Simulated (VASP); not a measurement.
Consider the following.

```
CELL_PARAMETERS angstrom
     -2.37166     2.37166     1.31775
      2.37166    -2.37166     1.31775
      2.37166     2.37166    -1.31775
ATOMIC_POSITIONS crystal
  Si 0.25000 0.75000 0.50000
  Si 0.50000 0.50000 0.00000
```

Computed with LDA (Ceperley-Alder, Perdew-Zunger), VASP's LDA PAW potentials (set 64) (plane waves; VASP 6.6.1). Run with 400 eV cut-off, 18×18×18 Γ-centred mesh, tetrahedra with Blöchl corrections, potentials Si.

Q: Estimate the energy per atom (σ→0), band gap (on the k-mesh) with the smallest direct gap where there is one.

A: 
```
Item                                                         Value
------------------------  ----------------------------------------
band gap (on the k-mesh)  none (metal, semimetal or under 0.01 eV)
energy per atom (σ→0)                               -5.751 eV/atom
```

The structure comes from a computed database's Si entry (I4_1/amd); how it stands against other phases isn't given here. It was relaxed first.
